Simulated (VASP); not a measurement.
Method: PBE GGA, VASP's PBE PAW potentials (set 64) (plane waves; VASP 6.6.1).

VASP input:

### INCAR
```
ALGO = Normal
EDIFF = 1E-6
ENCUT = 300
GGA = PE
ISIF = 2
ISMEAR = 0
LASPH = .TRUE.
LCHARG = .FALSE.
LMAXMIX = 4
LREAL = .FALSE.
LWAVE = .FALSE.
NELM = 100
PREC = Accurate
SIGMA = 0.05
SYSTEM = SbMo
```

### KPOINTS
```
Automatic mesh
0
Gamma
4 4 2
0 0 0
```

**POSCAR**
```
SbMo
1
    4.2952080000     0.0000000000     0.0000000000
   -2.1476040000     3.7197590000     0.0000000000
    0.0000000000     0.0000000000     5.9864690000
Mo Sb
2 2
Direct
  0.0000000000   0.0000000000   0.0000000000
  0.0000000000   0.0000000000   0.5000000000
  0.3333330000   0.6666670000   0.2500000000
  0.6666670000   0.3333330000   0.7500000000
```

POTCAR, in this order: Mo_sv Sb (PBE.64 set). Program: vasp_std.

The run wrote:

### OUTCAR
```
 ion  position               nearest neighbor table
   1  0.000  0.000  0.000-   3 2.90   4 2.90   3 2.90   4 2.90   4 2.90   3 2.90   2 2.99   2 2.99
  LATTYP: Found a hexagonal cell.
 ALAT       =     4.2952080000
 C/A-ratio  =     1.3937553199
 Subroutine PRICEL returns:
 Original cell was already a primitive cell.
 Subroutine GETGRP returns: Found 24 space group operations
The static configuration has the point symmetry D_3d.
 The point group associated with its full space group is D_6h.
The dynamic configuration has the point symmetry D_3d.
 Subroutine INISYM returns: Found 24 space group operations
 Subroutine IBZKPT returns following result:
 Found      8 irreducible k-points:

 Following reciprocal coordinates:
            Coordinates               Weight
  0.000000  0.000000  0.000000      1.000000
  0.250000  0.000000  0.000000      6.000000
  0.500000  0.000000  0.000000      3.000000
  0.250000  0.250000  0.000000      6.000000
  0.000000  0.000000  0.500000      1.000000
  0.250000  0.000000  0.500000      6.000000
  0.500000  0.000000  0.500000      3.000000
  0.250000  0.250000  0.500000      6.000000
   k-points           NKPTS =      8   k-points in BZ     NKDIM =      8   number of bands    NBANDS=     23
   number of dos      NEDOS =    301   number of ions     NIONS =      4
   total plane-waves  NPLWV =  20736
   dimension x,y,z NGX =    24 NGY =   24 NGZ =   36
   dimension x,y,z NGXF=    48 NGYF=   48 NGZF=   72
   ions per type =               2   2
   PREC   = accura    normal or accurate (medium, high low for compatibility)
   ISTART =      0    job   : 0-new  1-cont  2-samecut
   ICHARG =      2    charge: 1-file 2-atom 10-const
   ISPIN  =      1    spin polarized calculation?
   LNONCOLLINEAR =      F non collinear calculations
   LSORBIT =      F    spin-orbit coupling
   INIWAV =      1    electr: 0-lowe 1-rand  2-diag
   ENCUT  =  300.0 eV  22.05 Ry    4.70 a.u.   6.07  6.07  8.45*2*pi/ulx,y,z
   NELM   =    100;   NELMIN=  2; NELMDL= -5     # of ELM steps
...
```

### OSZICAR
```
       N       E                     dE             d eps       ncg     rms          rms(c)
DAV:   1     0.209512797720E+03    0.20951E+03   -0.15445E+04   504   0.999E+02
DAV:   2    -0.203333291420E+02   -0.22985E+03   -0.22785E+03   484   0.308E+02
DAV:   3    -0.290420302566E+02   -0.87087E+01   -0.84627E+01   474   0.508E+01
DAV:   4    -0.292238823173E+02   -0.18185E+00   -0.17732E+00   450   0.765E+00
DAV:   5    -0.292280878867E+02   -0.42056E-02   -0.41969E-02   497   0.974E-01    0.123E+01
DAV:   6    -0.283755997015E+02    0.85249E+00   -0.98647E+00   389   0.168E+01    0.343E+00
DAV:   7    -0.281587443541E+02    0.21686E+00   -0.14984E+00   412   0.633E+00    0.307E+00
DAV:   8    -0.281298727780E+02    0.28872E-01   -0.13497E-01   389   0.214E+00    0.382E-01
DAV:   9    -0.281282927677E+02    0.15800E-02   -0.10722E-02   516   0.497E-01    0.235E-01
DAV:  10    -0.281284410108E+02   -0.14824E-03   -0.10205E-03   464   0.218E-01    0.783E-02
DAV:  11    -0.281284534564E+02   -0.12446E-04   -0.11786E-04   403   0.741E-02    0.205E-02
DAV:  12    -0.281284585416E+02   -0.50852E-05   -0.16636E-05   459   0.243E-02    0.751E-03
DAV:  13    -0.281284587786E+02   -0.23697E-06   -0.22054E-06   260   0.110E-02
   1 F= -.28128459E+02 E0= -.28120503E+02  d E =-.159108E-01
```

File OUTCAR:
```
------------------------ aborting loop because EDIFF is reached ----------------------------------------
  FORCE on cell =-STRESS in cart. coord.  units (eV):
  Direction    XX          YY          ZZ          XY          YZ          ZX
  --------------------------------------------------------------------------------------
  Total       -5.7499816     -5.7499809     -9.5903702      0.0000000      0.0000000      0.0000000
  in kB      -96.3179652    -96.3179526   -160.6483298      0.0000000      0.0000000      0.0000000
  external PRESSURE =    -117.7614159 kB  Pullay stress =       0.0000000 kB
  volume of cell :       95.65
      direct lattice vectors                 reciprocal lattice vectors
     4.295208000  0.000000000  0.000000000     0.232817596  0.134417310  0.000000000
    -2.147604000  3.719759000  0.000000000     0.000000000  0.268834621  0.000000000
     0.000000000  0.000000000  5.986469000     0.000000000  0.000000000  0.167043377
 POSITION                                       TOTAL-FORCE (eV/Angst)
 -----------------------------------------------------------------------------------
      0.00000      0.00000      0.00000        -0.000000      0.000000     -0.000000
      0.00000      0.00000      2.99323        -0.000000      0.000000     -0.000000
     -0.00000      2.47984      1.49662         0.000000     -0.000000     -0.000000
      2.14761      1.23992      4.48985        -0.000000      0.000000      0.000000
 -----------------------------------------------------------------------------------
    total drift:                                0.000000     -0.000000      0.000000
  FREE ENERGIE OF THE ION-ELECTRON SYSTEM (eV)
  ---------------------------------------------------
  free  energy   TOTEN  =       -28.1284587786 eV

  energy  without entropy=      -28.1125479761  energy(sigma->0) =      -28.12050338
```
(Selected blocks of OUTCAR.)

At this cut-off the stress carries a Pulay error, which pulls relaxed volumes low.

The structure was generated: SbMo was put into an ordered model structure, which need not be its known phase. The cell was not relaxed at this level. The k-mesh is coarse (spacing up to 0.52 per Å, 2π included), so the numbers may not be converged in it. The run is one of a series of settings (KPOINTS 4×4×2 Γ-centred mesh against the base run), some of them coarse on purpose.
